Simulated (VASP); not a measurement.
**SiSn (relaxed from the CsCl type structure, space group Pm-3m): computed properties**

Calculation: PBEsol GGA, VASP's PBE PAW potentials (set 64) (plane waves; VASP).

* **space group**: Pm-3m (221)
* **cell**: a = 3.4378 Å, b = 3.4378 Å, c = 3.4378 Å, α = 90.00°, β = 90.00°, γ = 90.00°
* **volume per atom**: 20.32 Å³/atom
* **band gap (over mesh and band path)**: none (metal, semimetal or under 0.01 eV)
* **density**: 6.00 g/cm³

```
CELL_PARAMETERS angstrom
      3.43784     0.00000     0.00000
      0.00000     3.43784     0.00000
      0.00000     0.00000     3.43784
ATOMIC_POSITIONS crystal
  Si 0.00000 0.00000 0.00000
  Sn 0.50000 0.50000 0.50000
```

Unless said otherwise, spin-orbit coupling is left out, though it shifts the bands of the heavy elements here.

The structure was generated: SiSn was put into the CsCl type type (Pm-3m), which need not be its known phase. It was relaxed first, which changed the volume by +18 %. Symmetry was kept, so distortions that lower it aren't found.
